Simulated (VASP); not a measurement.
Consider the following.

```yaml
crystal:
  lattice:
    - [4.28125, 0.00000, 0.00000]
    - [0.00000, 4.28125, 0.00000]
    - [0.00000, 0.00000, 4.28125]
  atoms:
    - { symbol: Ba, position: [0.00000, 0.00000, 0.00000] }
    - { symbol: Zr, position: [0.50000, 0.50000, 0.50000] }
    - { symbol: O, position: [0.50000, 0.00000, 0.50000] }
    - { symbol: O, position: [0.00000, 0.50000, 0.50000] }
    - { symbol: O, position: [0.50000, 0.50000, 0.00000] }
```

Calculation: vdW-DF-cx, VASP's PBE PAW potentials (set 64) (plane waves; VASP 6.6.1). Run with 520 eV cut-off, 5×5×5 Γ-centred mesh, Gaussian smearing of 0.050 eV, potentials Ba_sv Zr_sv O.

Problem. Give the stress tensor in GPa (positive for a compressed cell).

Solution. 
```
-8.27   0.00   0.00
 0.00  -8.27   0.00
 0.00   0.00  -8.27
```
The pressure is its mean diagonal, -8.27 GPa.

The compound is BaZrO3 in the cubic perovskite structure. This cell is one point of a volume scan, at 1.06 of the reference volume.
